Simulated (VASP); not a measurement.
Given:

```
CELL_PARAMETERS angstrom
      3.43927     0.00000     0.00000
      0.00000     3.43927     0.00000
      0.00000     0.00000     3.43927
ATOMIC_POSITIONS crystal
  Sm 0.50000 0.50000 0.50000
  Rh 0.00000 0.00000 0.00000
```

The numbers are results of PBEsol GGA, VASP's PBE PAW potentials (set 64) (plane waves; VASP), not measurements. Settings: 400 eV cut-off, Gaussian smearing of 0.050 eV, potentials Sm_3 Rh_pv.

The 4f electrons are frozen in the core of the lanthanide potential, so 4f levels, which can set the real gap, and their magnetism are missing.

Give the energies of bands 8 to 16 at the high-symmetry points, in eV from the Fermi level.

```csv
band,Γ,X,M,R
8,-5.55,-2.81,-4.22,-1.99
9,-3.96,-2.47,-3.63,-1.99
10,-3.96,-2.28,-2.64,-1.99
11,-1.64,-1.62,-2.64,-1.31
12,-1.64,-1.62,-0.63,-1.31
13,-1.64,-1.27,0.14,-1.31
14,2.12,0.08,2.66,-0.58
15,2.12,0.70,2.66,-0.58
16,6.48,2.25,2.87,4.65
```

It has no gap at this level: it comes out as a metal or semimetal.

The structure comes from a measured SmRh entry (Pm-3m) of the Crystallography Open Database, whose conditions weren't checked. It was relaxed first.
